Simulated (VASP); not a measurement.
Method: LDA (Ceperley-Alder, Perdew-Zunger), VASP's LDA PAW potentials (set 64) (plane waves; VASP).

VASP ran on this input.

File KPOINTS:
```
Automatic mesh
0
Gamma
18 18 18
0 0 0
```

### POSCAR
```
Fe
1
   -1.3471809288     1.3471809288     1.3471809288
    1.3471809288    -1.3471809288     1.3471809288
    1.3471809288     1.3471809288    -1.3471809288
Fe
1
Direct
  0.0000000000   0.0000000000   0.0000000000
```

INCAR:
```
SYSTEM = Fe
PREC = Accurate; ENCUT = 520; LREAL = F
LASPH = T
EDIFF = 1E-7; NELM = 100; ALGO = Normal
LMAXMIX = 4
ISMEAR = 1; SIGMA = 0.1
ISPIN = 2; MAGMOM = 2.0
ISIF = 2
LWAVE = F; LCHARG = F; LORBIT = 10
```

POTCAR, in this order: Fe (LDA.64 set). Program: vasp_std.

Question: What will the output report for the number of irreducible k-points (NKPTS), largest plane-wave count, number of space-group operations, FFT grid (NGX, NGY, NGZ)?

Answer: 
```
Property                                      Result
--------------------------------------  ------------
number of irreducible k-points (NKPTS)           195
largest plane-wave count                         273
number of space-group operations                  48
FFT grid (NGX, NGY, NGZ)                18 × 18 × 18
```

The compound is Fe in the bcc structure. This cell is one point of a volume scan, at 0.94 of the reference volume.
